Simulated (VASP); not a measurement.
# WS2 (Tungstenite): input slips in a phonon run and what they do, part 2 of 3

Some phonon runs on WS2 (Tungstenite) get a fault in the input on purpose. Which of them show, and how? The starting structure is a measured crystal structure from the Crystallography Open Database.

VASP 6.6.1.

## (2) Reference modes (continued)

Level of this step: LDA; plane waves and PAW (W, S) (VASP).

OUTCAR, selected parts (step 2):

```text
ion  position               nearest neighbor table
   1  0.667  0.333  0.750-   4 2.39   6 2.39   4 2.39   6 2.39   4 2.39   6 2.39
   2  0.333  0.667  0.250-   3 2.39   5 2.39   3 2.39   5 2.39   3 2.39   5 2.39
   3  0.667  0.333  0.379-   2 2.39   2 2.39   2 2.39
   4  0.333  0.667  0.879-   1 2.39   1 2.39   1 2.39
   5  0.667  0.333  0.121-   2 2.39   2 2.39   2 2.39
   6  0.333  0.667  0.621-   1 2.39   1 2.39   1 2.39

  LATTYP: Found a hexagonal cell.
 ALAT       =     3.1248429331
 C/A-ratio  =     3.8875247003

 Subroutine GETGRP returns: Found 24 space group operations
 (whereof 12 operations were pure point group operations)

The static configuration has the point symmetry D_3d.
 The point group associated with its full space group is D_6h.

 Found     20 irreducible k-points:

   k-points           NKPTS =     20   k-points in BZ     NKDIM =     20   number of bands    NBANDS=     24

   dimension x,y,z NGX =    24 NGY =   24 NGZ =   84
   dimension x,y,z NGXF=    48 NGYF=   48 NGZF=  168

   ENCUT  =  450.0 eV  33.07 Ry    5.75 a.u.   5.40  5.40 21.01*2*pi/ulx,y,z

   NELECT =      36.0000    total number of electrons

 k-points in reciprocal lattice and weights: Automatic mesh
   0.00000000  0.00000000  0.00000000       0.008
   0.12500000  0.00000000  0.00000000       0.047
   0.25000000  0.00000000  0.00000000       0.047
   0.37500000  0.00000000  0.00000000       0.047
   0.50000000  0.00000000  0.00000000       0.023
   0.12500000  0.12500000  0.00000000       0.047
   0.25000000  0.12500000  0.00000000       0.094
   0.37500000  0.12500000  0.00000000       0.094
   0.25000000  0.25000000  0.00000000       0.047
[...]
0.25000000  0.25000000  0.50000000       0.047
   0.37500000  0.25000000  0.50000000       0.047

 average (electrostatic) potential at core
       1 -39.8356       2 -39.8356       3 -85.8211       4 -85.8211       5 -85.8211
       6 -85.8211

  Total        0.0008462      0.0008462      0.0042007     -0.0000000      0.0000000     -0.0000000
  in kB        0.0131980      0.0131980      0.0655151     -0.0000000      0.0000000     -0.0000000
  external PRESSURE =       0.0306370 kB  Pullay stress =       0.0000000 kB

  energy-cutoff  :      450.00
  volume of cell :      102.73
      direct lattice vectors                 reciprocal lattice vectors
     3.124842933  0.000000000  0.000000000     0.320016084  0.184761373  0.000000000
    -1.562421467  2.706193363  0.000000000     0.000000000  0.369522745  0.000000000
     0.000000000  0.000000000 12.147904087     0.000000000  0.000000000  0.082318727

 POSITION                                       TOTAL-FORCE (eV/Angst)
 -----------------------------------------------------------------------------------
      1.56242      0.90206      9.11093         0.000000      0.000000      0.000000
     -0.00000      1.80413      3.03698         0.000000      0.000000      0.000000
      1.56242      0.90206      4.59975         0.000000     -0.000000     -0.000073
     -0.00000      1.80413     10.67370        -0.000000      0.000000     -0.000073
      1.56242      0.90206      1.47420        -0.000000      0.000000      0.000073
     -0.00000      1.80413      7.54816         0.000000      0.000000      0.000073
 -----------------------------------------------------------------------------------
    total drift:                               -0.000000      0.000000     -0.000000

 MACROSCOPIC STATIC DIELECTRIC TENSOR (including local field effects in DFT)
 ------------------------------------------------------
          13.952890    -0.000000     0.000000
          -0.000000    13.952890    -0.000000
           0.000000     0.000000     6.857873
 ------------------------------------------------------

 PIEZOELECTRIC TENSOR (including local field effects)  for field in x, y, z        (C/m^2)
          XX          YY          ZZ          XY          YZ          ZX
  --------------------------------------------------------------------------------
  x     0.00000     0.00000     0.00000     0.00000     0.00000     0.00000
  y     0.00000     0.00000     0.00000     0.00000     0.00000     0.00000
  z     0.00000     0.00000     0.00000     0.00000     0.00000     0.00000

 BORN EFFECTIVE CHARGES (including local field effects) (in |e|, cummulative output)
 ---------------------------------------------------------------------------------
 ion    1
    1    -0.72881     0.00000     0.00000
    2     0.00000    -0.72881     0.00000
    3     0.00000     0.00000    -0.57165
 ion    2
    1    -0.72881     0.00000     0.00000
    2     0.00000    -0.72881     0.00000
    3     0.00000    -0.00000    -0.57165
 ion    3
    1     0.36440    -0.00000     0.00000
    2    -0.00000     0.36440    -0.00000
    3    -0.00000     0.00000     0.28583
 ion    4
    1     0.36440    -0.00000    -0.00000
    2    -0.00000     0.36440     0.00000
    3     0.00000    -0.00000     0.28583
 ion    5
    1     0.36440    -0.00000    -0.00000
    2    -0.00000     0.36440     0.00000
    3     0.00000    -0.00000     0.28583
 ion    6
    1     0.36440    -0.00000     0.00000
    2    -0.00000     0.36440    -0.00000
    3    -0.00000     0.00000     0.28583

 Eigenvectors and eigenvalues of the dynamical matrix
 ----------------------------------------------------

   1 f  =   13.332276 THz    83.769162 2PiTHz  444.716867 cm-1    55.137839 meV
             X         Y         Z           dx          dy          dz
      1.562421  0.902064  9.110928    -0.000000    0.000000   -0.352875
     -0.000000  1.804129  3.036976    -0.000000   -0.000000    0.352875
      1.562421  0.902064  4.599748     0.000000    0.000000   -0.433289
     -0.000000  1.804129 10.673700     0.000000   -0.000000    0.433289
      1.562421  0.902064  1.474204     0.000000    0.000000   -0.433289
     -0.000000  1.804129  7.548156     0.000000   -0.000000    0.433289

   2 f  =   13.193821 THz    82.899221 2PiTHz  440.098490 cm-1    54.565234 meV
             X         Y         Z           dx          dy          dz
      1.562421  0.902064  9.110928     0.000000    0.000000    0.359567
     -0.000000  1.804129  3.036976    -0.000000   -0.000000    0.359567
      1.562421  0.902064  4.599748     0.000000    0.000000   -0.430529
     -0.000000  1.804129 10.673700    -0.000000   -0.000000   -0.430529
      1.562421  0.902064  1.474204     0.000000    0.000000   -0.430529
     -0.000000  1.804129  7.548156     0.000000    0.000000   -0.430529

   3 f  =   12.811810 THz    80.498976 2PiTHz  427.355979 cm-1    52.985365 meV
             X         Y         Z           dx          dy          dz
      1.562421  0.902064  9.110928     0.000000    0.000000    0.000000
     -0.000000  1.804129  3.036976    -0.000000    0.000000   -0.000000
      1.562421  0.902064  4.599748     0.000000   -0.000000   -0.500000
     -0.000000  1.804129 10.673700    -0.000000   -0.000000   -0.500000
      1.562421  0.902064  1.474204     0.000000   -0.000000    0.500000
     -0.000000  1.804129  7.548156    -0.000000   -0.000000    0.500000

   4 f  =   12.696024 THz    79.771474 2PiTHz  423.493787 cm-1    52.506514 meV
             X         Y         Z           dx          dy          dz
      1.562421  0.902064  9.110928     0.000000    0.000000   -0.000000
     -0.000000  1.804129  3.036976     0.000000   -0.000000   -0.000000
      1.562421  0.902064  4.599748    -0.000000    0.000000    0.500000
     -0.000000  1.804129 10.673700    -0.000000   -0.000000   -0.500000
      1.562421  0.902064  1.474204    -0.000000    0.000000   -0.500000
     -0.000000  1.804129  7.548156    -0.000000   -0.000000    0.500000

   5 f  =   10.800858 THz    67.863789 2PiTHz  360.277827 cm-1    44.668737 meV
             X         Y         Z           dx          dy          dz
      1.562421  0.902064  9.110928    -0.256505    0.252046   -0.000000
     -0.000000  1.804129  3.036976    -0.256505    0.252046   -0.000000
      1.562421  0.902064  4.599748     0.307074   -0.301736    0.000000
     -0.000000  1.804129 10.673700     0.307074   -0.301736    0.000000
      1.562421  0.902064  1.474204     0.307074   -0.301736   -0.000000
     -0.000000  1.804129  7.548156     0.307074   -0.301736   -0.000000

   6 f  =   10.800858 THz    67.863789 2PiTHz  360.277827 cm-1    44.668737 meV
             X         Y         Z           dx          dy          dz
      1.562421  0.902064  9.110928     0.252046    0.256505   -0.000000
     -0.000000  1.804129  3.036976     0.252046    0.256505    0.000000
      1.562421  0.902064  4.599748    -0.301736   -0.307074   -0.000000
     -0.000000  1.804129 10.673700    -0.301736   -0.307074   -0.000000
      1.562421  0.902064  1.474204    -0.301736   -0.307074   -0.000000
     -0.000000  1.804129  7.548156    -0.301736   -0.307074   -0.000000

   7 f  =   10.800164 THz    67.859429 2PiTHz  360.254681 cm-1    44.665868 meV
             X         Y         Z           dx          dy          dz
      1.562421  0.902064  9.110928    -0.254816    0.250386   -0.000000
     -0.000000  1.804129  3.036976     0.254816   -0.250386   -0.000000
      1.562421  0.902064  4.599748    -0.307776    0.302426   -0.000000
     -0.000000  1.804129 10.673700     0.307776   -0.302426    0.000000
      1.562421  0.902064  1.474204    -0.307776    0.302426    0.000000
     -0.000000  1.804129  7.548156     0.307776   -0.302426   -0.000000

   8 f  =   10.800164 THz    67.859429 2PiTHz  360.254681 cm-1    44.665868 meV
             X         Y         Z           dx          dy          dz
      1.562421  0.902064  9.110928    -0.250386   -0.254816    0.000000
     -0.000000  1.804129  3.036976     0.250386    0.254816    0.000000
      1.562421  0.902064  4.599748    -0.302426   -0.307776   -0.000000
     -0.000000  1.804129 10.673700     0.302426    0.307776   -0.000000
      1.562421  0.902064  1.474204    -0.302426   -0.307776   -0.000000
     -0.000000  1.804129  7.548156     0.302426    0.307776    0.000000

   9 f  =    9.065681 THz    56.961353 2PiTHz  302.398564 cm-1    37.492627 meV
             X         Y         Z           dx          dy          dz
      1.562421  0.902064  9.110928    -0.000000    0.000000   -0.000000
     -0.000000  1.804129  3.036976     0.000000   -0.000000    0.000000
      1.562421  0.902064  4.599748    -0.356645    0.350434    0.000000
     -0.000000  1.804129 10.673700    -0.356645    0.350434    0.000000
      1.562421  0.902064  1.474204     0.356645   -0.350434   -0.000000
     -0.000000  1.804129  7.548156     0.356645   -0.350434    0.000000

  10 f  =    9.065681 THz    56.961353 2PiTHz  302.398564 cm-1    37.492627 meV
             X         Y         Z           dx          dy          dz
      1.562421  0.902064  9.110928    -0.000000    0.000000    0.000000
     -0.000000  1.804129  3.036976     0.000000   -0.000000    0.000000
      1.562421  0.902064  4.599748    -0.350434   -0.356645    0.000000
     -0.000000  1.804129 10.673700    -0.350434   -0.356645    0.000000
      1.562421  0.902064  1.474204     0.350434    0.356645    0.000000
     -0.000000  1.804129  7.548156     0.350434    0.356645    0.000000

  11 f  =    8.972609 THz    56.376567 2PiTHz  299.294030 cm-1    37.107714 meV
             X         Y         Z           dx          dy          dz
      1.562421  0.902064  9.110928     0.000000   -0.000000   -0.000000
     -0.000000  1.804129  3.036976    -0.000000    0.000000    0.000000
      1.562421  0.902064  4.599748     0.356641   -0.350439   -0.000000
     -0.000000  1.804129 10.673700    -0.356641    0.350439    0.000000
      1.562421  0.902064  1.474204    -0.356641    0.350439    0.000000
     -0.000000  1.804129  7.548156     0.356641   -0.350439   -0.000000

  12 f  =    8.972609 THz    56.376567 2PiTHz  299.294030 cm-1    37.107714 meV
             X         Y         Z           dx          dy          dz
      1.562421  0.902064  9.110928     0.000000   -0.000000    0.000000
     -0.000000  1.804129  3.036976    -0.000000    0.000000    0.000000
      1.562421  0.902064  4.599748     0.350439    0.356641   -0.000000
     -0.000000  1.804129 10.673700    -0.350439   -0.356641    0.000000
      1.562421  0.902064  1.474204    -0.350439   -0.356641   -0.000000
     -0.000000  1.804129  7.548156     0.350439    0.356641    0.000000

  13 f  =    1.312440 THz     8.246301 2PiTHz   43.778272 cm-1     5.427811 meV
             X         Y         Z           dx          dy          dz
      1.562421  0.902064  9.110928     0.000000    0.000000    0.612764
     -0.000000  1.804129  3.036976     0.000000   -0.000000   -0.612764
      1.562421  0.902064  4.599748     0.000000   -0.000000   -0.249520
     -0.000000  1.804129 10.673700     0.000000    0.000000    0.249520
      1.562421  0.902064  1.474204     0.000000   -0.000000   -0.249520
     -0.000000  1.804129  7.548156     0.000000    0.000000    0.249520
    [... 43 further lines ...]
      1.562421  0.902064  1.474204    -0.000000   -0.000000    0.254253
     -0.000000  1.804129  7.548156    -0.000000   -0.000000    0.254253

 MACROSCOPIC STATIC DIELECTRIC TENSOR IONIC CONTRIBUTION
 ------------------------------------------------------
           0.082447    -0.000000     0.000000
          -0.000000     0.082447     0.000000
           0.000000     0.000000     0.033998
 ------------------------------------------------------

 ELASTIC MODULI CONTR FROM IONIC RELAXATION (kBar)
 Direction    XX          YY          ZZ          XY          YZ          ZX
 --------------------------------------------------------------------------------
 XX        -547.0690   -352.1100  -1146.4168      0.0000     -0.0000     -0.0000
 YY        -352.1100   -547.0690  -1146.4168      0.0000      0.0000      0.0000
 ZZ       -1146.4168  -1146.4168  -2923.2703      0.0000      0.0000     -0.0000
 XY           0.0000      0.0000      0.0000    -97.4795      0.0000     -0.0000
 YZ          -0.0000      0.0000      0.0000      0.0000  -1552.3688      0.0000
 ZX          -0.0000      0.0000     -0.0000     -0.0000      0.0000  -1303.9044
 --------------------------------------------------------------------------------

 PIEZOELECTRIC TENSOR IONIC CONTR  for field in x, y, z        (C/m^2)
          XX          YY          ZZ          XY          YZ          ZX
  --------------------------------------------------------------------------------
  x     0.00000     0.00000     0.00000     0.00000    -0.00000    -0.00000
  y    -0.00000     0.00000    -0.00000    -0.00000     0.00000    -0.00000
  z    -0.00000    -0.00000    -0.00000    -0.00000     0.00000     0.00000
```

Energies printed during the response cycles are not total energies of the cell. The data set W keeps the semicore shell frozen, which is cheaper and a little less accurate.

Reference: the zone-centre modes are B1g (2) 444.7, A2u 440.1, A1g 427.4, B2u 423.5, E1g 302.4, E2u 299.3, B1g (1) 43.8, E2g 28.0 cm⁻¹ (levels within 1 cm⁻¹ of another are left out).

## (3) Modes with finite displacements, else as the reference

Against step 2 the input has IBRION = 6, NFREE = 2, POTIM = 0.015 and no LEPSILON (also changed: NSW).

File INCAR:

```
SYSTEM = WS2
PREC = Accurate
ENCUT = 450
EDIFF = 1E-08
NELM = 100
ISMEAR = 0
SIGMA = 0.03
LREAL = .FALSE.
ALGO = Normal
GGA = CA
NBANDS = 24
LORBIT = 11
LWAVE = .FALSE.
LCHARG = .FALSE.
KPAR = 4
IBRION = 6
NFREE = 2
POTIM = 0.015
NSW = 1
ISIF = 2
```

File POSCAR:

```
WS2
1.0
    3.1248429331      0.0000000000      0.0000000000
   -1.5624214666      2.7061933629      0.0000000000
    0.0000000000      0.0000000000     12.1479040869
W S
2 4
Direct
    0.6666666667      0.3333333333      0.7500000000
    0.3333333333      0.6666666667      0.2500000000
    0.6666666667      0.3333333333      0.3786453902
    0.3333333333      0.6666666667      0.8786453902
    0.6666666667      0.3333333333      0.1213546098
    0.3333333333      0.6666666667      0.6213546098
```

File KPOINTS:

```
Automatic mesh
0
Gamma
8 8 2
0 0 0
```

The projector-augmented-wave data sets are W and S (LDA family, release 64).

Command:

```
$ mpirun -np 4 vasp_std
```

Log:

```text
[... set-up lines as in an earlier step ...]
 entering main loop
       N       E                     dE             d eps       ncg     rms          rms(c)
[... 17 cycles as in an earlier step ...]
   1 F= -.52685554E+02 E0= -.52685554E+02  d E =-.517647E-13
[... from here on, the cycles between the ionic steps are left out ...]
   2 F= -.52682995E+02 E0= -.52682995E+02  d E =-.121960E-11
   3 F= -.52682995E+02 E0= -.52682995E+02  d E =-.135173E-11
   4 F= -.52681719E+02 E0= -.52681719E+02  d E =-.298360E-11
   5 F= -.52681719E+02 E0= -.52681719E+02  d E =-.298299E-11
   6 F= -.52684315E+02 E0= -.52684315E+02  d E =-.138157E-11
   7 F= -.52684315E+02 E0= -.52684315E+02  d E =-.137624E-11
   8 F= -.52683410E+02 E0= -.52683410E+02  d E =-.781719E-11
   9 F= -.52683363E+02 E0= -.52683363E+02  d E =-.681135E-12
 Finite differences progress:
  Degree of freedom:   4/  4
  Displacement:        2/  2
  Total:               8/  8
```

Run time: 51 s. Hardware: 4 MPI ranks of Intel Xeon 6975P-C (Granite Rapids), shared host; peak memory 1.5 GiB.

From OUTCAR (step 3):

```text
  Total        0.1920587      0.1920587      0.4844315     -0.0000000      0.0000000      0.0000000
  in kB        2.9954088      2.9954088      7.5553500     -0.0000000      0.0000000      0.0000000
  external PRESSURE =       4.5153892 kB  Pullay stress =       0.0000000 kB

 POSITION                                       TOTAL-FORCE (eV/Angst)
 -----------------------------------------------------------------------------------
      1.56242      0.90206      9.11093        -0.000000      0.000000     -0.000545
     -0.00000      1.80413      3.03698        -0.000000      0.000000     -0.257879
      1.56242      0.90206      4.58475        -0.000000     -0.000000      0.293809
     -0.00000      1.80413     10.67370        -0.000000      0.000000     -0.000549
      1.56242      0.90206      1.47420         0.000000     -0.000000     -0.031427
     -0.00000      1.80413      7.54816        -0.000000     -0.000000     -0.003409
 -----------------------------------------------------------------------------------
    total drift:                               -0.000000     -0.000000      0.000063

  FREE ENERGIE OF THE ION-ELECTRON SYSTEM (eV)
  ---------------------------------------------------
  free  energy   TOTEN  =       -52.6833631515 eV

  energy  without entropy=      -52.6833631515  energy(sigma->0) =      -52.68336315

[... 2 parts as in an earlier step ...]

[... 1 further part left out ...]
[key lines of the parts left out:]
E-fermi :   6.8466
```

The last energy, forces and stress in OUTCAR belong to the last displaced cell, not to that of POSCAR.

With finite displacements, else as the reference the compared modes are at the top B1g (2) 443.7, A2u 440.0 cm⁻¹, at the bottom B1g (1) 44.5, E2g 28.1 cm⁻¹, with 4 more of the listed ones between; the largest shift among the levels compared is -1.0 cm⁻¹, in B1g (2), from the reference.

[end of part 2 of 3]

[Lines on the potential files, build, host, timing and source positions are cut from VASP's logs without a mark.]

[Logs are printed without paths, hosts, clocks, repeated set-up lines and the standing remarks that a program may print on its own settings, such as how far it seeks lower states.]

[Hosts, paths, dates, database ids (printed as entryN), source tags and the programs' standing remarks are cut or masked in the printed files.]
